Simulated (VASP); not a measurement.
Input:

```yaml
crystal:
  lattice:
    - [-2.00356, 2.00356, 2.00356]
    - [2.00356, -2.00356, 2.00356]
    - [2.00356, 2.00356, -2.00356]
  atoms:
    - { symbol: Dy, position: [0.00000, 0.00000, 0.00000] }
```

These are r2SCAN meta-GGA, VASP's PBE PAW potentials (set 64) (plane waves; VASP 6.6.1) values and carry that method's errors. Numerical set-up: 400 eV cut-off, 14×14×14 Γ-centred mesh, tetrahedra with Blöchl corrections, potentials Dy_3.

The 4f electrons are frozen in the core of the lanthanide potential, so 4f levels, which can set the real gap, and their magnetism are missing.

Task: Predict the energy per atom (σ→0), band gap (over mesh and band path) with the smallest direct gap where there is one.

Result: 
```json
{
  "band gap (over mesh and band path)": "none (metal, semimetal or under 0.01 eV)",
  "energy per atom (σ→0)": "-31.855 eV/atom"
}
```

The absolute energy has meaning only against runs of the same code, potentials and settings.

The structure was generated: Dy was put into the bcc type (Im-3m), which need not be its known phase. It was relaxed first.
